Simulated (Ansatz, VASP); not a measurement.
# AlGa7N8 (alloy, x = 0.875, one random ordering in a cell of 16 atoms (invented)): VASP beside Ansatz, part 3 of 3

One calculation is typed for both programs; each brings its own data sets. How far apart do they land? The cell is generated by rule, not measured, and may not be a known phase. The cell is taken from a series of runs on this material, whose earlier steps may have relaxed, scaled, displaced or heated it; both programs get it as it stands.

VASP 6.6.1 and Ansatz 0.2.0.

So far: The structure; Ansatz: relaxation of cell and atoms, r2SCAN, pair 1; VASP: relaxation of cell and atoms, r2SCAN, pair 1; Comparison.

## (5) Ansatz: relaxation of cell and atoms, r2SCAN, pair 2

Level of this step: Ansatz beside VASP: Kohn-Sham DFT, plane waves, r2SCAN (Ansatz).

The relaxed volume is the usual yardstick between codes: in a stiff, nearly cubic crystal its relative difference is about their pressure difference at one cell divided by the bulk modulus.

The cell is taken from a series of runs on this material, whose earlier steps may have relaxed, scaled, displaced or heated it; both programs get it as it stands.

The input, input.yaml:

```yaml
crystal:
  lattice:
    - [0.0, 4.485, 4.485]
    - [4.485, 0.0, 4.485]
    - [4.485, 4.485, 0.0]
  atoms:
    - { symbol: Ga, position: [0.0, 0.0, 0.0] }
    - { symbol: Ga, position: [0.0, 0.5, 0.0] }
    - { symbol: Ga, position: [0.5, 0.5, 0.0] }
    - { symbol: Ga, position: [0.5, 0.0, 0.0] }
    - { symbol: Ga, position: [0.0, 0.5, 0.5] }
    - { symbol: Ga, position: [0.0, 0.0, 0.5] }
    - { symbol: Ga, position: [0.5, 0.0, 0.5] }
    - { symbol: Al, position: [0.5, 0.5, 0.5] }
    - { symbol: "N", position: [0.875, 0.375, 0.875] }
    - { symbol: "N", position: [0.875, 0.875, 0.875] }
    - { symbol: "N", position: [0.375, 0.875, 0.875] }
    - { symbol: "N", position: [0.375, 0.375, 0.875] }
    - { symbol: "N", position: [0.875, 0.875, 0.375] }
    - { symbol: "N", position: [0.875, 0.375, 0.375] }
    - { symbol: "N", position: [0.375, 0.375, 0.375] }
    - { symbol: "N", position: [0.375, 0.875, 0.375] }
kpoints:
  mp_grid: { grid: [6, 6, 6] }
hamiltonian:
  xc: r2scan
  pseudopotentials: { kind: paw, azcp: { folder: soft_1 } }
scf:
  occupations: { method: gaussian, width: 0.02 }
output:
  forces: true
  stress: true
  eigenvalues: true
basis:
  ecutwfc: 600.0
relax:
  adjacent_minimum: "off"
  f_tol: 0.005
  max_steps: 80
  cell: { stress_tol: 0.05 }
```

On the command line:

```sh
> ansatz run input.yaml --threads 4 --pin off --max-ram 10240MiB --backend cpu --events-out ev --progress --plain --runs-dir out
```

Numbers of over 12 decimals in the logs are rounded to 6 here.

The log of the run:

```text
[...]
Crystal: 16 atoms, lattice volume = 180.434 Å³
Basis set: ecut = 600 eV, 5985 PW (Γ), exchange–correlation on 216×216×216 points (64 copies of the dense FFT grid, shifted against one another)
Bands: 83, of which v1, the nominal top of the filled ones, is band 67 counted from 1 (66 counted from 0)
Symmetry: 24 space group operations
[...]
- { symbol: N, position: [0.875033, 0.374901, 0.875033] }
    - { symbol: N, position: [0.875033, 0.875033, 0.875033] }
    - { symbol: N, position: [0.374901, 0.875033, 0.875033] }
    - { symbol: N, position: [0.377627, 0.377627, 0.867120] }
    - { symbol: N, position: [0.875033, 0.875033, 0.374901] }
    - { symbol: N, position: [0.867120, 0.377627, 0.377627] }
    - { symbol: N, position: [0.377627, 0.377627, 0.377627] }
    - { symbol: N, position: [0.377627, 0.867120, 0.377627] }
[key lines of the parts left out:]
SCF converged after 4 iterations
Free energy (F): -30163.070469 eV
Fermi energy:    10.371761 eV
P = ⅓ Tr σ = -0.0047 GPa (-0.047 kbar)
```

## (6) VASP: relaxation of cell and atoms, r2SCAN, pair 2

The same cell, functional, mesh and smearing now go to VASP, with its own data sets.

The input, INCAR:

```
SYSTEM = AlGa7N8
PREC = Accurate
ENCUT = 660
EDIFF = 1E-07
NELM = 120
ISMEAR = 0
SIGMA = 0.02
LREAL = .FALSE.
ALGO = Normal
METAGGA = R2SCAN
LASPH = .TRUE.
NBANDS = 83
LORBIT = 11
LWAVE = .FALSE.
LCHARG = .FALSE.
ISIF = 3
IBRION = 2
NSW = 80
EDIFFG = -0.005
GGA_COMPAT = .FALSE.
NELMIN = 4
EFERMI = MIDGAP
LMIXTAU = .TRUE.
KPAR = 4
```

The input, POSCAR:

```
AlGa7N8
1.0
    0.0000000000      4.4850000000      4.4850000000
    4.4850000000      0.0000000000      4.4850000000
    4.4850000000      4.4850000000      0.0000000000
Ga Al N
7 1 8
Direct
    0.0000000000      0.0000000000      0.0000000000
    0.0000000000      0.5000000000      0.0000000000
    0.5000000000      0.5000000000      0.0000000000
    0.5000000000      0.0000000000      0.0000000000
    0.0000000000      0.5000000000      0.5000000000
    0.0000000000      0.0000000000      0.5000000000
    0.5000000000      0.0000000000      0.5000000000
    0.5000000000      0.5000000000      0.5000000000
    0.8750000000      0.3750000000      0.8750000000
    0.8750000000      0.8750000000      0.8750000000
    0.3750000000      0.8750000000      0.8750000000
    0.3750000000      0.3750000000      0.8750000000
    0.8750000000      0.8750000000      0.3750000000
    0.8750000000      0.3750000000      0.3750000000
    0.3750000000      0.3750000000      0.3750000000
    0.3750000000      0.8750000000      0.3750000000
```

The input, KPOINTS:

```
Automatic mesh
0
Gamma
6 6 6
0 0 0
```

The projector-augmented-wave data sets are Ga_d, Al and N (PBE family, release 64).

On the command line:

```sh
> mpirun -np 4 vasp_std
```

The log of the run:

```text
[banner, memory and clock lines left out]
running    4 mpi-ranks, on    1 nodes
[...]
[... a notice as in an earlier step ...]

 LDA part: xc-table for (None), standard interpolation
 POSCAR, INCAR and KPOINTS ok, starting setup
[...]
entering main loop
       N       E                     dE             d eps       ncg     rms          rms(c)
DAV:   1     0.198431609821E+04    0.19843E+04   -0.65916E+04  3102   0.343E+03
DAV:   2     0.341735518348E+03   -0.16426E+04   -0.15428E+04  2656   0.969E+02
DAV:   3    -0.150034667335E+03   -0.49177E+03   -0.46674E+03  3230   0.315E+02
DAV:   4    -0.206706058502E+03   -0.56671E+02   -0.55599E+02  3050   0.109E+02
[...]
DAV:  27    -0.172342592899E+03   -0.18767E-06   -0.76187E-08  1722   0.285E-03    0.735E-04
DAV:  28    -0.172342593096E+03   -0.19717E-06   -0.37293E-08  1460   0.153E-03    0.696E-04
DAV:  29    -0.172342593157E+03   -0.60722E-07   -0.11451E-08  1436   0.212E-03
   1 F= -.17234259E+03 E0= -.17234259E+03  d E =-.172343E+03
[... from here on, the cycles between the ionic steps are left out ...]
   2 F= -.17243374E+03 E0= -.17243374E+03  d E =-.911434E-01
   3 F= -.17243766E+03 E0= -.17243766E+03  d E =-.950689E-01
   4 F= -.17243811E+03 E0= -.17243811E+03  d E =-.452037E-03
   5 F= -.17243884E+03 E0= -.17243884E+03  d E =-.117926E-02
   6 F= -.17243884E+03 E0= -.17243884E+03  d E =-.117863E-02
   7 F= -.17243885E+03 E0= -.17243885E+03  d E =-.117989E-04
 trial-energy change:   -0.000012  1 .order   -0.000011   -0.000031    0.000009
 step:   0.6891(harm=  0.6891)  dis= 0.00035  next Energy=  -172.438853 (dE=-0.123E-04)
 reached required accuracy - stopping structural energy minimisation
```

From OUTCAR (step 6):

```text
  Total       -0.0032847     -0.0032847     -0.0032847      0.0000000      0.0000000     -0.0000000
  in kB       -0.0291001     -0.0291001     -0.0291001      0.0000000      0.0000000     -0.0000000
  external PRESSURE =      -0.0291001 kB  Pullay stress =       0.0000000 kB

 POSITION                                       TOTAL-FORCE (eV/Angst)
 -----------------------------------------------------------------------------------
      0.00000      0.00000      0.00000         0.000000      0.000000     -0.000000
      2.24421      0.00288      2.24421         0.000000     -0.002863     -0.000000
      2.24421      2.24421      4.48555         0.000000      0.000000      0.002863
      0.00288      2.24421      2.24421        -0.002863      0.000000     -0.000000
      4.48555      2.24421      2.24421         0.002863      0.000000      0.000000
      2.24421      2.24421      0.00288         0.000000      0.000000     -0.002863
      2.24421      4.48555      2.24421         0.000000      0.002863      0.000000
      4.48843      4.48843      4.48843         0.000000      0.000000     -0.000000
      5.61021      7.85507      5.61021         0.000710     -0.000710      0.000710
      7.85507      7.85507      7.85507        -0.000710     -0.000710     -0.000710
      7.85507      5.61021      5.61021        -0.000710      0.000710      0.000710
      5.58521      5.58521      3.39165        -0.000324     -0.000324      0.000324
      5.61021      5.61021      7.85507         0.000710      0.000710     -0.000710
      3.39165      5.58521      5.58521         0.000324     -0.000324     -0.000324
      3.39165      3.39165      3.39165         0.000324      0.000324      0.000324
      5.58521      3.39165      5.58521        -0.000324      0.000324     -0.000324
 -----------------------------------------------------------------------------------
    total drift:                                0.000019      0.000019      0.000018

  FREE ENERGIE OF THE ION-ELECTRON SYSTEM (eV)
  ---------------------------------------------------
  free  energy   TOTEN  =      -172.4388524734 eV

  energy  without entropy=     -172.4388524734  energy(sigma->0) =     -172.43885247

[... 2 parts as in an earlier step ...]

[... 2 further parts left out ...]
[key lines of the parts left out:]
E-fermi :   6.3270
```

## (7) Comparison

Compared:

| quantity | Ansatz | VASP | difference |
| --- | --- | --- | --- |
| volume (Å³) | 180.06 | 180.85 | -0.43 % |
| edge a after relaxation, in the typed setting (Å) | 6.338 | 6.348 | -0.14 % |

## (8) What came out

```
difference in volume (relaxation of cell and atoms, r2SCAN, pair 1) : -0.43 %
difference in volume (relaxation of cell and atoms, r2SCAN, pair 2) : -0.43 %
```

**Reading.** The difference in volume is -0.43 % (relaxation of cell and atoms, r2SCAN, pair 2), within the 1.2 % picked in this series as the mark of a large difference, as far as the stopping tolerances let one tell. Such differences can come from data sets, numerical settings and the points named under the comparisons, not from the functional's error against experiment.

[Lines on the potential files, build, host, timing and source positions are cut from VASP's logs without a mark.]

[Logs are printed without paths, hosts, clocks, repeated set-up lines and the standing remarks that a program may print on its own settings, such as how far it seeks lower states.]

[Hosts, paths, dates, database ids (printed as entryN), source tags and the programs' standing remarks are cut or masked in the printed files.]
